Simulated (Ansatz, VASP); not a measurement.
# MgB2: VASP beside Ansatz

Wanted: the spread between two codes on one cell, functional and k mesh.

Main program and level: Ansatz 0.2.0; plane waves, with VASP 6.6.1 beside it; relaxation of cell and atoms at PBE.

## (1) The structure

Symmetry: P6/mmm, No. 191, hexagonal system. The conventional cell has a = 3.085 Å, b = 3.085 Å, c = 3.523 Å, α = 90.00°, β = 90.00°, γ = 120.00°. Nearest to Mg lie 12 B at 2.51 Å. Nearest to B lie 3 B at 1.78 Å and 6 Mg at 2.51 Å. Farther neighbours are not listed.

## (2) VASP: relaxation of cell and atoms, PBE

The relaxed volume is the usual yardstick between codes: its relative difference is about their pressure difference at one cell divided by the bulk modulus.

Lines of VASP's logs that name or quote its potential files are left out, and so is its time.

INCAR reads:

```
SYSTEM = MgB2
PREC = Accurate
ENCUT = 520
EDIFF = 1E-06
NELM = 100
ISMEAR = -1
SIGMA = 0.05
LREAL = .FALSE.
ALGO = Normal
GGA = PE
NBANDS = 10
LORBIT = 11
LWAVE = .FALSE.
LCHARG = .FALSE.
KPAR = 4
IBRION = 2
NSW = 60
ISIF = 3
EDIFFG = -0.01
```

POSCAR reads:

```
MgB2
1.0
    3.0850000000      0.0000000000      0.0000000000
   -1.5425000000      2.6716883707      0.0000000000
    0.0000000000      0.0000000000      3.5230000000
Mg B
1 2
Direct
    0.0000000000      0.0000000000      0.0000000000
    0.3333333333      0.6666666667      0.5000000000
    0.6666666667      0.3333333333      0.5000000000
```

KPOINTS reads:

```
Automatic mesh
0
Gamma
7 7 6
0 0 0
```

Potentials, in the order of the species: Mg and B (PBE family, release 64).

Started as:

```bash
$ mpirun -np 4 vasp_std
```

Numbers of over 12 decimals in the logs are rounded to 6 here.

Log:

```text
[banner, memory and clock lines left out]
running    4 mpi-ranks, on    1 nodes
 distrk:  each k-point on    1 cores,    4 groups
 distr:  one band on    1 cores,    1 groups

 POSCAR found type information on POSCAR MgB
 POSCAR found :  2 types and       3 ions
 LDA part: xc-table for (Slater+PW92), standard interpolation
 POSCAR, INCAR and KPOINTS ok, starting setup
 FFT: planning ... GRIDC
 FFT: planning ... GRID_SOFT
 FFT: planning ... GRID
 WAVECAR not read
 entering main loop
       N       E                     dE             d eps       ncg     rms          rms(c)
DAV:   1     0.225504675254E+01    0.22550E+01   -0.38331E+03   712   0.669E+02
DAV:   2    -0.165637875295E+02   -0.18819E+02   -0.17430E+02   874   0.105E+02
DAV:   3    -0.169972725418E+02   -0.43349E+00   -0.42690E+00   828   0.135E+01
DAV:   4    -0.169984007376E+02   -0.11282E-02   -0.11281E-02   820   0.731E-01
DAV:   5    -0.169984046348E+02   -0.38972E-05   -0.38972E-05   812   0.405E-02    0.524E+00
DAV:   6    -0.155683627628E+02    0.14300E+01   -0.19662E+00   698   0.681E+00    0.244E+00
DAV:   7    -0.153337283352E+02    0.23463E+00   -0.92912E-01   722   0.465E+00    0.765E-01
DAV:   8    -0.153353059942E+02   -0.15777E-02   -0.79392E-02   710   0.167E+00    0.339E-01
DAV:   9    -0.153289301078E+02    0.63759E-02   -0.15386E-02   714   0.602E-01    0.625E-02
DAV:  10    -0.153288947360E+02    0.35372E-04   -0.12181E-03   802   0.199E-01    0.294E-02
DAV:  11    -0.153288637172E+02    0.31019E-04   -0.13654E-04   730   0.661E-02    0.246E-03
DAV:  12    -0.153288638109E+02   -0.93631E-07   -0.19527E-06   738   0.989E-03
   1 F= -.15328864E+02 E0= -.15325206E+02  d E =-.153289E+02
[...]
2 F= -.15330425E+02 E0= -.15327023E+02  d E =-.156142E-02
[...]
3 F= -.15330645E+02 E0= -.15327158E+02  d E =-.178085E-02
 curvature:  -0.37 expect dE=-0.422E-04 dE for cont linesearch -0.138E-07
 trial: gam= 0.02709 g(F)=  0.168E-49 g(S)=  0.115E-03 ort =-0.133E-04 (trialstep = 0.949E+00)
 search vector abs. value=  0.118E-03
 bond charge predicted
       N       E                     dE             d eps       ncg     rms          rms(c)
DAV:   1    -0.153307587127E+02   -0.11380E-03   -0.15015E-03   712   0.259E-01    0.266E-02
DAV:   2    -0.153307192282E+02    0.39484E-04   -0.82674E-05   748   0.514E-02    0.965E-03
DAV:   3    -0.153307140840E+02    0.51442E-05   -0.18615E-05   720   0.217E-02    0.148E-03
DAV:   4    -0.153307139682E+02    0.11579E-06   -0.42138E-07   384   0.470E-03
   4 F= -.15330714E+02 E0= -.15327262E+02  d E =-.693074E-04
 trial-energy change:   -0.000069  1 .order   -0.000070   -0.000109   -0.000031
 step:   1.3250(harm=  1.3250)  dis= 0.00000  next Energy=   -15.330721 (dE=-0.760E-04)
 reached required accuracy - stopping structural energy minimisation
```

Parts of OUTCAR (step 2):

```text
ion  position               nearest neighbor table
   1  0.000  0.000  0.000-   2 2.51   3 2.51   2 2.51   3 2.51   3 2.51   3 2.51   2 2.51   2 2.51
                             3 2.51   3 2.51   2 2.51   2 2.51
   2  0.333  0.667  0.500-   3 1.78   3 1.78   3 1.78   1 2.51   1 2.51   1 2.51   1 2.51   1 2.51
                             1 2.51
   3  0.667  0.333  0.500-   2 1.78   2 1.78   2 1.78   1 2.51   1 2.51   1 2.51   1 2.51   1 2.51
                             1 2.51

  LATTYP: Found a hexagonal cell.
 ALAT       =     3.0850000000
 C/A-ratio  =     1.1419773096

 Subroutine GETGRP returns: Found 24 space group operations
 (whereof 24 operations were pure point group operations)

The static configuration has the point symmetry D_6h.

 Found     32 irreducible k-points:

   k-points           NKPTS =     32   k-points in BZ     NKDIM =     32   number of bands    NBANDS=     10

   dimension x,y,z NGX =    24 NGY =   24 NGZ =   28
   dimension x,y,z NGXF=    48 NGYF=   48 NGZF=   56

   ENCUT  =  520.0 eV  38.22 Ry    6.18 a.u.   5.74  5.74  6.55*2*pi/ulx,y,z

   NELECT =       8.0000    total number of electrons

 k-points in reciprocal lattice and weights: Automatic mesh
   0.00000000  0.00000000  0.00000000       0.003
   0.14285714 -0.00000000  0.00000000       0.020
   0.28571429  0.00000000  0.00000000       0.020
   0.42857143  0.00000000  0.00000000       0.020
   0.14285714  0.14285714  0.00000000       0.020
   0.28571429  0.14285714  0.00000000       0.041
   0.42857143  0.14285714  0.00000000       0.020
   0.28571429  0.28571429  0.00000000       0.020
   0.00000000  0.00000000  0.16666667       0.007
[...]
0.42857143  0.14285714  0.50000000       0.020
   0.28571429  0.28571429  0.50000000       0.020

 average (electrostatic) potential at core
       1 -35.7153       2 -26.1480       3 -26.1480

 E-fermi :   5.1653

 k-point     1 :       0.0000    0.0000    0.0000
  band No.  band energies     occupation
      1      -7.1620      2.00000
      2       2.2937      2.00000
      3       5.6891      0.00006
      4       5.6891      0.00006
      5       6.8979      0.00000
      6      11.6949      0.00000
      7      11.6949      0.00000
    ...

 k-point     2 :       0.1429   -0.0000    0.0000
  band No.  band energies     occupation
      1      -6.8058      2.00000
      2       2.6419      2.00000
      3       4.0983      2.00000
      4       4.9660      1.96350
      5       7.2260      0.00000
      6      11.3579      0.00000
      7      13.1360      0.00000
      8      14.1216      0.00000
      9      14.2764      0.00000
    ...

 k-point     3 :       0.2857    0.0000    0.0000
  band No.  band energies     occupation
      1      -5.7496      2.00000
      2       1.1843      2.00000
      3       3.6568      2.00000
      4       3.8643      2.00000
      5       8.1605      0.00000
      6      10.5533      0.00000
      7      11.4491      0.00000
      8      14.4466      0.00000
      9      16.2639      0.00000
    ...

  Total        0.0036299      0.0036299      0.0243454     -0.0000000     -0.0000000     -0.0000000
  in kB        0.2018438      0.2018438      1.3537614     -0.0000000     -0.0000000     -0.0000000
  external PRESSURE =       0.5858164 kB  Pullay stress =       0.0000000 kB

  energy-cutoff  :      520.00
  volume of cell :       28.81
      direct lattice vectors                 reciprocal lattice vectors
     3.070568506 -0.000000000  0.000000000     0.325672591  0.188027158 -0.000000000
    -1.535284253  2.659190331 -0.000000000     0.000000000  0.376054316 -0.000000000
     0.000000000  0.000000000  3.528714683    -0.000000000 -0.000000000  0.283389305

 POSITION                                       TOTAL-FORCE (eV/Angst)
 -----------------------------------------------------------------------------------
     -1.53528      2.65919     -0.00000        -0.000000     -0.000000      0.000000
     -0.00000      1.77279      1.76436         0.000000     -0.000000      0.000000
      1.53528      0.88640      1.76436        -0.000000      0.000000     -0.000000
 -----------------------------------------------------------------------------------
    total drift:                                0.000000     -0.000000      0.000000

  FREE ENERGIE OF THE ION-ELECTRON SYSTEM (eV)
  ---------------------------------------------------
  free  energy   TOTEN  =       -15.3307139682 eV

  energy  without entropy=      -15.3238101409  energy(sigma->0) =      -15.32726205

 reached required accuracy - stopping structural energy minimisation

 total charge
# of ion       s       p       d       tot
------------------------------------------
    1        0.158   0.178   0.057   0.393
    2        0.691   1.236   0.000   1.926
    3        0.691   1.236   0.000   1.926
--------------------------------------------------
tot          1.539   2.650   0.057   4.246

[... 3 further parts left out ...]
```

CONTCAR:

```
MgB2
   1.00000000000000
     3.0705685063200590   -0.0000000000000000    0.0000000000000000
    -1.5352842531600295    2.6591903305582654   -0.0000000000000000
     0.0000000000000000    0.0000000000000000    3.5287146825722884
  Mg              B
     1     2
Direct
     0.0000000000000000    1.0000000000000000    0.0000000000000000
     0.3333333332999970    0.6666666667000030    0.5000000000000000
     0.6666666667000030    0.3333333332999970    0.5000000000000000
```

## (3) Ansatz: relaxation of cell and atoms, PBE

Ansatz runs on its default PAW (the set named soft_2) files.

The same cell, functional, mesh and smearing now go to Ansatz, which takes its cutoff from its data sets.

input.yaml reads:

```yaml
crystal:
  lattice:
    - [3.085, 0.0, 0.0]
    - [-1.5425, 2.6716883707, 0.0]
    - [0.0, 0.0, 3.523]
  atoms:
    - { symbol: Mg, position: [0.0, 0.0, 0.0] }
    - { symbol: B, position: [0.3333333333, 0.6666666667, 0.5] }
    - { symbol: B, position: [0.6666666667, 0.3333333333, 0.5] }
hamiltonian:
  xc: pbe
  pseudopotentials: { kind: paw }
kpoints:
  mp_grid: { grid: [7, 7, 6] }
scf:
  occupations: { method: fermi_dirac, width: 0.05 }
relax:
  f_tol: 0.01
  max_steps: 60
  cell: { stress_tol: 0.05 }
output:
  forces: true
  stress: true
```

Started as:

```bash
$ ansatz run input.yaml --threads 4 --pin off --max-ram 9216MiB --backend cpu --events-out ev --progress --plain --runs-dir out
```

Log:

```text
Engine: ansatz 0.2.0, x86_64-unknown-linux-gnu
Pseudopotentials: kind: paw
Pseudopotential: Mg, paw, valence charge 10, recommended cutoff 420 eV (normal), Mg.paw.azcp
Pseudopotential: B, paw, valence charge 3, recommended cutoff 420 eV (normal), B.paw.azcp
Functional definition: PBE
  parameter kappa = 0.804
  parameter beta = 0.066725
  exchange = pbe_x(kappa = kappa, mu = beta*pi^2/3)
  correlation = pbe_c(beta = beta)
Crystal: 3 atoms, lattice volume = 29.037 Å³
Basis set: ecut = 420 eV, 563 PW (Γ), exchange–correlation on 48×48×48 points (8 copies of the dense FFT grid, shifted against one another)
Bands: 12, of which v1, the nominal top of the filled ones, is band 8 counted from 1 (7 counted from 0)
Symmetry: 24 space group operations
Space group: P6/mmm (ITA 191), of the structure as read, at distance tolerance 3.1e-5 Å
k-points: 32 of 294
Non-local potential: Mg, projectors of the file, l = 0: 3, l = 1: 2, l = 2: 1
Non-local potential: B, projectors of the file, l = 0: 2, l = 1: 2, l = 2: 1
PAW form: soft (Blöchl's): semilocal exchange-correlation on the pseudo side does not see the compensation charge
PAW one-centre angular grid: Mg, 110 points (default); XC on 64 Gauss nodes
PAW one-centre angular grid: B, 110 points (default); XC on 64 Gauss nodes
Initial density: superposition of atomic densities (neutral atoms: chi_scale 0, normalization atom), corrected by the library's trained network
Initial wavefunctions: pseudopotential atomic-orbital guess
Functional: x = pbe(κ = 0.804, μ = 0.219515), c = pbe(β = 0.066725)
SCF iter   1: F=—  HF=-2236.029244 eV  |F-HF|=—  |Δ(HF+E_count)|=         —  Δρ=1.87e-3  dr2=1.36e-3  ethr=1.77e-3  ⟨swp⟩=5.2  Hψ=2070  notcnv=0
preconditioner: auto → none  [metal: Δε(μ)=0.059 eV  Ē_g=11.152 eV  σ=0.050 eV  W_gap=0.29  n_scr=8 (ndim 8)  ℏωp=19.5 eV  f_vac=0.000  D(μ)=0.87/eV (n_scr^D=2)  sad-step TF]
SCF iter   2: F=—  HF=-2236.029709 eV  |F-HF|=—  |Δ(HF+E_count)|=   4.65e-4  Δρ=1.07e-3  dr2=5.03e-4  ethr=8.48e-6  ⟨swp⟩=2.3  Hψ=828  notcnv=0
SCF iter   3: F=—  HF=-2236.029626 eV  |F-HF|=—  |Δ(HF+E_count)|=   8.32e-5  Δρ=4.40e-4  dr2=3.41e-5  ethr=3.14e-6  ⟨swp⟩=2.4  Hψ=584  notcnv=0
SCF iter   4: F=—  HF=-2236.029627 eV  |F-HF|=—  |Δ(HF+E_count)|=   1.23e-6  Δρ=1.09e-4  dr2=1.42e-6  ethr=2.13e-7  ⟨swp⟩=2.3  Hψ=639  notcnv=0
iter 5 did not close the SCF: its close was put off for the readings that it lacked (scf_convergence_deferred on its scf_iter line)
SCF iter   5: F=-2236.029627 eV  HF=-2236.029627 eV  |F-HF|=6.86e-8  |Δ(HF+E_count)|=   4.72e-7  Δρ=1.80e-5  dr2=3.05e-8  ethr=8.85e-9  ⟨swp⟩=2.2  Hψ=612  notcnv=0
SCF iter   6: F=-2236.029627 eV  HF=-2236.029627 eV  |F-HF|=4.22e-9  |Δ(HF+E_count)|=   4.06e-8  Δρ=4.48e-6  dr2=2.16e-9  ethr=1.91e-10  ⟨swp⟩=2.6  Hψ=1298  notcnv=0
SCF 1 converged in 6 iterations: F = -2236.029627 eV  dr2 = 2.16e-9
  greatest PAW one-centre occupation: 1.000 electrons in one spin orbital (limit 2), on the Mg atom at site 0 (counted from 0), in its partial waves of l = 0
relax step   1: F+E_penalty+E_count = -2236.02962660 eV  Δ(F+E_penalty+E_count) = +0.000e0 eV  max|allowed force component| = 2.683e-16 eV/Å  Δτ_max = 0.0000 Å  P = -1.110 GPa  Ω = 29.037 Å³  (6 SCF iters, dr2 threshold 1.00e-7 eV, accepted)
[...]
relax step   2: F+E_penalty+E_count = -2236.03137533 eV  Δ(F+E_penalty+E_count) = -1.749e-3 eV  max|allowed force component| = 1.604e-16 eV/Å  Δτ_max = 0.0000 Å  P = -0.403 GPa  Ω = 28.957 Å³  energy of the carried Pulay correction = +1.129e-4 eV  (4 SCF iters, dr2 threshold 3.00e-7 eV, accepted)
[...]
relax step   3: F+E_penalty+E_count = -2236.03153406 eV  Δ(F+E_penalty+E_count) = -1.587e-4 eV  max|allowed force component| = 1.203e-16 eV/Å  Δτ_max = 0.0000 Å  P = -0.078 GPa  Ω = 28.901 Å³  energy of the carried Pulay correction = +1.790e-4 eV  (3 SCF iters, dr2 threshold 3.00e-7 eV, accepted)
[...]
relax step   4: F+E_penalty+E_count = -2236.03155927 eV  Δ(F+E_penalty+E_count) = -2.521e-5 eV  max|allowed force component| = 2.868e-16 eV/Å  Δτ_max = 0.0000 Å  P = +0.004 GPa  Ω = 28.882 Å³  energy of the carried Pulay correction = +1.988e-4 eV  (3 SCF iters, dr2 threshold 3.89e-8 eV, accepted)
[...]
relax step   5: F+E_penalty+E_count = -2236.03137399 eV  Δ(F+E_penalty+E_count) = +1.853e-4 eV  max|allowed force component| = 2.591e-16 eV/Å  Δτ_max = 0.0000 Å  P = -0.004 GPa  Ω = 28.882 Å³  stress off target by 1.55e-2 GPa  SCF on the basis re-selected at this cell (its energy is not comparable with the rows above)  (4 SCF iters)
basis re-selected at this cell: Δ(F+E_penalty+E_count) = +1.853e-4 eV, ΔP = -0.008 GPa vs the last step (what re-selecting the basis moved, of the pressure what is left beyond the Pulay correction that the steps carried, after the strain that the cell walked since its last selection, with what the two solves' SCF thresholds leave and, on support functions, any second-order correction that the steps lacked; it is no m [...]
SCF converged after 4 iterations
Free energy (F): -2236.031374 eV
Harris-Foulkes:  -2236.031374 eV  (|F-HF|=1.59e-11)
Internal energy: -2236.024314 eV  (E = F + TS)
E sigma→0 (E₀):  -2236.027844 eV
Entropy (-TS):   -0.007060 eV (-2.353 meV/atom)
Fermi energy:    9.138039 eV
--- Per-component energies (eV) ---
  E_band       = -292.756653
  E_kinetic    = 173.929366
  E_local      = -1518.858155  (includes V_loc(G=0)·N_el)
  E_nonlocal   = 118.137373
  E_hartree    = 540.566435
  E_xc         = -94.209117
  E_vxc        = -114.992147  (∫ρ·V_xc dr)
  E_paw        = -448.980182  (= ΣΔE_a)
  E_vpaw       = -32.105950  (= ΣTr[D̂ρ^β])
  E_aug_tail   = -0.000012  (compensation charges beyond the density's cutoff)
  E_ewald      = -1006.610021
  E_smearing   = -0.007060  (= −TS)
  E_closure    = 0.000000  (closes the sum)
  Σ components = -2236.031374   (vs F -2236.031374, Δ=0.00e0)
--- Forces (eV/Å), atoms counted from 1 ---
  atom   1  Mg    -0.00000000     0.00000000     0.00000000
  atom   2  B     -0.00000000    -0.00000000    -0.00000000
  atom   3  B      0.00000000     0.00000000     0.00000000
  max |Σ_I F_I| component: 1.33e-31 eV/Å
--- Stress (GPa, compression-positive) ---
       -0.013519       0.000000       0.000000
        0.000000      -0.013519       0.000000
        0.000000       0.000000       0.015523
  P = ⅓ Tr σ = -0.0038 GPa (-0.038 kbar)
--- Relaxed structure (4 steps of the walk, 4 accepted, 1 SCFs on fresh bases) ---
  F+E_penalty+E_count = -2236.03137399 eV   max|allowed force component| = 2.591e-16 eV/Å   (the final SCF, on the basis selected at the relaxed cell)
  cell:  # Å, volume = 28.8820 Å³
    - [3.071486, 0.0, 0.0]
    - [-1.535743, 2.659985, 0.0]
    - [0.0, 0.0, 3.535087]
  atoms:
    - { symbol: Mg, position: [0, 0, 0.0] }
    - { symbol: B, position: [0.333333, 0.666667, 0.5] }
    - { symbol: B, position: [0.666667, 0.333333, 0.5] }
```

Wall time 1.7 s (4 threads of AMD EPYC 7R43, shared host); peak memory 0.34 GiB.

## (4) Differences

Known differences besides the potentials themselves: both relaxations stop at a tolerance, which leaves soft axes loose, and VASP keeps its plane-wave basis; the data sets hold 16 valence electrons in Ansatz (default PAW (the set named soft_2) files) and 8 in VASP; the cutoff is 420 eV in Ansatz and 520 eV in VASP; VASP leaves aspherical gradient terms in its spheres out (LASPH is not set), Ansatz keeps them; Ansatz adds a Pulay correction to the stress that steers its cell, VASP none. Total energies have different zeros and are not compared.

Both answers:

| quantity | Ansatz | VASP | difference |
| --- | --- | --- | --- |
| volume (Å³) | 28.88 | 28.81 | +0.24 % |
| edge a after relaxation, in the typed setting (Å) | 3.071 | 3.071 | +0.03 % |
| edge c after relaxation, in the typed setting (Å) | 3.535 | 3.529 | +0.18 % |

The walks stopped with 0.00 GPa left in Ansatz and 0.06 GPa in VASP; each walk ends within a tolerance, so the volume difference is uncertain by about these residues over the bulk modulus, most in soft cells.

## (5) Results

| Property | Result |
| --- | --- |
| difference in volume (relaxation of cell and atoms, PBE) | 0.24 % |

What this shows: The difference in volume is 0.24 % (relaxation of cell and atoms, PBE), within the 1.2 % picked in this series as the mark of a large difference, as far as the stopping tolerances let one tell. How closely two codes agree says nothing of how well the functional describes the real material.

[Lines on the potential files, build, host, timing and source positions are cut from VASP's logs without a mark.]

[Logs are printed without paths, hosts, clocks, repeated set-up lines and the standing remarks that a program may print on its own settings, such as how far it seeks lower states.]

[Hosts, paths, dates, database ids (printed as entryN), source tags and the programs' standing remarks are cut or masked in the printed files.]
